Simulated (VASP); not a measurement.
Output of a VASP run:

### OSZICAR
```
...
DAV:   3    -0.343593526235E+02   -0.41605E+01   -0.41438E+01   940   0.545E+01
DAV:   4    -0.343979027039E+02   -0.38550E-01   -0.38541E-01   820   0.596E+00
DAV:   5    -0.343984956119E+02   -0.59291E-03   -0.59287E-03   932   0.760E-01    0.120E+01
DAV:   6    -0.297644461075E+02    0.46340E+01   -0.17056E+01   872   0.313E+01    0.418E+00
DAV:   7    -0.297854885696E+02   -0.21042E-01   -0.62708E-01   772   0.624E+00    0.285E+00
DAV:   8    -0.297788141377E+02    0.66744E-02   -0.80417E-02   816   0.299E+00    0.499E-01
DAV:   9    -0.297738370840E+02    0.49771E-02   -0.21110E-02   900   0.108E+00    0.245E-01
DAV:  10    -0.297744200139E+02   -0.58293E-03   -0.24386E-03   852   0.377E-01    0.133E-01
DAV:  11    -0.297743469339E+02    0.73080E-04   -0.21490E-04   840   0.118E-01    0.342E-02
DAV:  12    -0.297743488626E+02   -0.19286E-05   -0.89606E-06   788   0.306E-02    0.964E-03
DAV:  13    -0.297743485485E+02    0.31407E-06   -0.64931E-06   880   0.188E-02    0.562E-03
DAV:  14    -0.297743485259E+02    0.22604E-07   -0.46502E-07   820   0.618E-03
   1 F= -.30399346E+02 E0= -.30399346E+02  d E =-.303993E+02
       N       E                     dE             d eps       ncg     rms          rms(c)
DAV:   1    -0.297745856842E+02   -0.23714E-03   -0.18116E-02   720   0.129E+00    0.671E-02
DAV:   2    -0.297744932753E+02    0.92409E-04   -0.14526E-04   912   0.116E-01    0.379E-02
DAV:   3    -0.297744437930E+02    0.49482E-04   -0.70412E-05   880   0.735E-02    0.235E-03
DAV:   4    -0.297744442731E+02   -0.48007E-06   -0.47482E-06   812   0.202E-02    0.204E-03
DAV:   5    -0.297744442964E+02   -0.23287E-07   -0.69149E-08   532   0.265E-03
   2 F= -.30399587E+02 E0= -.30399587E+02  d E =-.240472E-03
       N       E                     dE             d eps       ncg     rms          rms(c)
DAV:   1    -0.297744435314E+02    0.74168E-06   -0.58540E-03   720   0.733E-01    0.382E-02
DAV:   2    -0.297744136093E+02    0.29922E-04   -0.46911E-05   916   0.657E-02    0.216E-02
DAV:   3    -0.297743976009E+02    0.16008E-04   -0.22879E-05   880   0.419E-02    0.135E-03
DAV:   4    -0.297743977606E+02   -0.15969E-06   -0.15514E-06   816   0.115E-02    0.117E-03
DAV:   5    -0.297743977730E+02   -0.12401E-07   -0.22777E-08   420   0.152E-03
   3 F= -.30399623E+02 E0= -.30399623E+02  d E =-.276095E-03
       N       E                     dE             d eps       ncg     rms          rms(c)
DAV:   1    -0.297743647250E+02    0.33036E-04   -0.11122E-02   720   0.966E-01    0.214E-02
DAV:   2    -0.297743725742E+02   -0.78492E-05   -0.18107E-04   848   0.117E-01    0.133E-02
DAV:   3    -0.297743667416E+02    0.58326E-05   -0.63399E-06   816   0.291E-02    0.505E-03
DAV:   4    -0.297743663794E+02    0.36221E-06   -0.51044E-06   864   0.195E-02    0.222E-03
DAV:   5    -0.297743663896E+02   -0.10239E-07   -0.37095E-07   632   0.576E-03
   4 F= -.30399633E+02 E0= -.30399633E+02  d E =-.998623E-05
       N       E                     dE             d eps       ncg     rms          rms(c)
DAV:   1    -0.297743960998E+02   -0.29720E-04   -0.20180E-03   720   0.411E-01    0.947E-03
DAV:   2    -0.297743972302E+02   -0.11304E-05   -0.32464E-05   848   0.500E-02    0.588E-03
DAV:   3    -0.297743959354E+02    0.12948E-05   -0.14147E-06   820   0.137E-02    0.200E-03
DAV:   4    -0.297743958879E+02    0.47544E-07   -0.98670E-07   768   0.836E-03
   5 F= -.30399644E+02 E0= -.30399644E+02  d E =-.219099E-04
```

**OUTCAR**
```
------------------------ aborting loop because EDIFF is reached ----------------------------------------
 Edisp (eV)   -0.62525
  FORCE on cell =-STRESS in cart. coord.  units (eV):
  Direction    XX          YY          ZZ          XY          YZ          ZX
  --------------------------------------------------------------------------------------
  Total      -1.51026    -1.51026    -1.51285     0.00000    -0.00000     0.00000
  in kB     -56.01418   -56.01418   -56.11031     0.00000    -0.00000     0.00000
  external pressure =      -56.05 kB  Pullay stress =        0.00 kB
  volume of cell :       43.20
      direct lattice vectors                 reciprocal lattice vectors
     1.571392871 -2.721732285  0.000000000     0.318189047 -0.183706532 -0.000000000
     1.571392871  2.721732285 -0.000000000     0.318189047  0.183706532  0.000000000
     0.000000000 -0.000000000  5.050134020     0.000000000  0.000000000  0.198014547
  FREE ENERGIE OF THE ION-ELECTRON SYSTEM (eV)
  ---------------------------------------------------
  free  energy   TOTEN  =       -30.3996444249 eV

  energy  without entropy=      -30.3996444249  energy(sigma->0) =      -30.39964442

 reached required accuracy - stopping structural energy minimisation
```
(Selected blocks of OUTCAR.)

### POSCAR
```
AlN
1
    1.5730778332    -2.7246507254     0.0000000000
    1.5730778332     2.7246507254     0.0000000000
    0.0000000000     0.0000000000     5.0393211687
Al N
2 2
Direct
  0.6666670000   0.3333330000   0.5001070540
  0.3333330000   0.6666670000   0.0001070540
  0.6666670000   0.3333330000   0.8818929460
  0.3333330000   0.6666670000   0.3818929460
```

### Question
Write an INCAR and KPOINTS that could have produced this output.

### Answer
One answer among several that fit: the input of the run itself, PBE GGA with D3 dispersion (zero damping), plane waves, VASP's PBE PAW potentials (set 64).

### INCAR
```
# general
SYSTEM  =  AlN
PREC    =  Accurate
ENCUT   =  520
LREAL   =  F
LASPH   =  T

# electronic loop
EDIFF   =  1E-7
NELM    =  100
ALGO    =  Normal

# smearing
ISMEAR  =  0
SIGMA   =  0.05

# functional
GGA     =  PE
IVDW    =  11

# ions
IBRION  =  2
NSW     =  30
ISIF    =  4
EDIFFG  =  -0.01

# output
LWAVE   =  F
LCHARG  =  F
```

File KPOINTS:
```
K-points
0
G
  8 8 5
0 0 0
```

POTCAR, in this order: Al N (PBE.64 set). Program: vasp_std.

The compound is AlN in the wurtzite structure. This cell is one point of a volume scan, at 1.03 of the reference volume. Symmetry was kept, so distortions that lower it aren't found.
